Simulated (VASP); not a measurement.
These are TPSS meta-GGA, VASP's PBE PAW potentials (set 64) (plane waves; VASP 6.6.1) values and carry that method's errors.

VASP ran on this input.

### POSCAR
```
CuAu
1
    2.9133080178     0.0000000000     0.0000000000
    0.0000000000     2.9133080178     0.0000000000
    0.0000000000     0.0000000000     3.6281526095
Cu Au
1 1
Direct
  0.0000000000   0.0000000000   0.0000000000
  0.5000000000   0.5000000000   0.5000000000
```

INCAR:
```
! general
SYSTEM  = CuAu
PREC    = Accurate
ENCUT   = 520
LREAL   = .FALSE.
LASPH   = .TRUE.

! electronic loop
EDIFF   = 1E-7
NELM    = 100
ALGO    = Normal
LMAXMIX = 6
LMIXTAU = .TRUE.

! smearing
ISMEAR  = 1
SIGMA   = 0.1

! functional
METAGGA = TPSS

! ions
IBRION  = 2
NSW     = 30
ISIF    = 4
EDIFFG  = -0.01

! output
LWAVE   = .FALSE.
LCHARG  = .FALSE.
```

### KPOINTS
```
Automatic mesh
0
Gamma
13 13 10
0 0 0
```

POTCAR, in this order: Cu Au (PBE.64 set). Program: vasp_std.

Output

File OUTCAR:
```
 ion  position               nearest neighbor table
   1  0.000  0.000  0.000-   2 2.74   2 2.74   2 2.74   2 2.74   2 2.74   2 2.74   2 2.74   2 2.74
  LATTYP: Found a simple tetragonal cell.
 ALAT       =     2.9133080178
 C/A-ratio  =     1.2453721293
 Subroutine PRICEL returns:
 Original cell was already a primitive cell.
 Subroutine GETGRP returns: Found 16 space group operations
The static configuration has the point symmetry D_4h.
The dynamic configuration has the point symmetry D_4h.
 Subroutine INISYM returns: Found 16 space group operations
 Subroutine IBZKPT returns following result:
 Found    168 irreducible k-points:

 Following reciprocal coordinates:
            Coordinates               Weight
  0.000000  0.000000  0.000000      1.000000
  0.076923  0.000000  0.000000      4.000000
  0.153846  0.000000  0.000000      4.000000
  0.230769  0.000000  0.000000      4.000000
  0.307692  0.000000  0.000000      4.000000
  0.384615  0.000000  0.000000      4.000000
  0.461538  0.000000  0.000000      4.000000
  0.076923  0.076923  0.000000      4.000000
  0.153846  0.076923  0.000000      8.000000
  0.230769  0.076923  0.000000      8.000000
  0.307692  0.076923  0.000000      8.000000
  0.384615  0.076923  0.000000      8.000000
  0.461538  0.076923  0.000000      8.000000
  0.153846  0.153846  0.000000      4.000000
  0.230769  0.153846  0.000000      8.000000
  0.307692  0.153846  0.000000      8.000000
  0.384615  0.153846  0.000000      8.000000
  0.461538  0.153846  0.000000      8.000000
  0.230769  0.230769  0.000000      4.000000
  0.307692  0.230769  0.000000      8.000000
  0.384615  0.230769  0.000000      8.000000
  0.461538  0.230769  0.000000      8.000000
  0.307692  0.307692  0.000000      4.000000
  0.384615  0.307692  0.000000      8.000000
...
```

### OSZICAR
```
       N       E                     dE             d eps       ncg     rms          rms(c)
DAV:   1     0.161892853177E+03    0.16189E+03   -0.13293E+04  5103   0.249E+03
DAV:   2     0.182156817188E+01   -0.16007E+03   -0.15325E+03  5194   0.430E+02
DAV:   3    -0.101765147588E+02   -0.11998E+02   -0.11673E+02  6315   0.154E+02
DAV:   4    -0.103649081863E+02   -0.18839E+00   -0.18812E+00  6532   0.198E+01
DAV:   5    -0.103703166209E+02   -0.54084E-02   -0.54083E-02  7739   0.309E+00    0.102E+01
DAV:   6    -0.143877579214E+02   -0.40174E+01   -0.13521E+01  5216   0.577E+01    0.440E+00
DAV:   7    -0.151850138219E+02   -0.79726E+00   -0.13073E+00  7693   0.217E+01    0.247E+00
DAV:   8    -0.152391124444E+02   -0.54099E-01   -0.10013E-01  7501   0.109E+01    0.212E+00
DAV:   9    -0.152144296426E+02    0.24683E-01   -0.20435E-01  5854   0.686E+00    0.472E-01
DAV:  10    -0.152278574806E+02   -0.13428E-01   -0.40267E-02  6368   0.506E+00    0.295E-01
DAV:  11    -0.152275470330E+02    0.31045E-03   -0.11665E-02  5643   0.321E+00    0.815E-02
DAV:  12    -0.152275278587E+02    0.19174E-04   -0.31189E-03  6392   0.128E+00    0.779E-02
DAV:  13    -0.152275449357E+02   -0.17077E-04   -0.38454E-04  6076   0.534E-01    0.192E-02
DAV:  14    -0.152275361851E+02    0.87506E-05   -0.14021E-05  6393   0.454E-02    0.158E-02
DAV:  15    -0.152275390015E+02   -0.28164E-05   -0.43993E-05  6371   0.163E-01    0.144E-03
DAV:  16    -0.152275407244E+02   -0.17230E-05   -0.52811E-07  5390   0.861E-03    0.115E-03
DAV:  17    -0.152275405910E+02    0.13348E-06   -0.29365E-08  3514   0.408E-03    0.593E-04
DAV:  18    -0.152275406880E+02   -0.97004E-07   -0.24078E-08  3031   0.293E-03
   1 F= -.15227541E+02 E0= -.15227609E+02  d E =-.152275E+02
```

File OUTCAR:
```
------------------------ aborting loop because EDIFF is reached ----------------------------------------
  FORCE on cell =-STRESS in cart. coord.  units (eV):
  Direction    XX          YY          ZZ          XY          YZ          ZX
  --------------------------------------------------------------------------------------
  Total       -1.5143718     -1.5143718     -1.5141557      0.0000000      0.0000000      0.0000000
  in kB      -78.7924726    -78.7924726    -78.7812321      0.0000000      0.0000000      0.0000000
  external PRESSURE =     -78.7887257 kB  Pullay stress =       0.0000000 kB
  volume of cell :       30.79
      direct lattice vectors                 reciprocal lattice vectors
     2.913308018  0.000000000  0.000000000     0.343252411  0.000000000  0.000000000
     0.000000000  2.913308018  0.000000000     0.000000000  0.343252411  0.000000000
     0.000000000  0.000000000  3.628152609     0.000000000  0.000000000  0.275622364
 POSITION                                       TOTAL-FORCE (eV/Angst)
 -----------------------------------------------------------------------------------
      0.00000      0.00000      0.00000         0.000000      0.000000      0.000000
      1.45665      1.45665      1.81408         0.000000      0.000000      0.000000
 -----------------------------------------------------------------------------------
    total drift:                                0.000000      0.000000     -0.000000
  FREE ENERGIE OF THE ION-ELECTRON SYSTEM (eV)
  ---------------------------------------------------
  free  energy   TOTEN  =       -15.2275406880 eV

  energy  without entropy=      -15.2277458741  energy(sigma->0) =      -15.22760908

 reached required accuracy - stopping structural energy minimisation
```
(Selected blocks of OUTCAR.)

The compound is CuAu in the L1_0 structure. This cell is one point of a volume scan, at 1.06 of the reference volume.
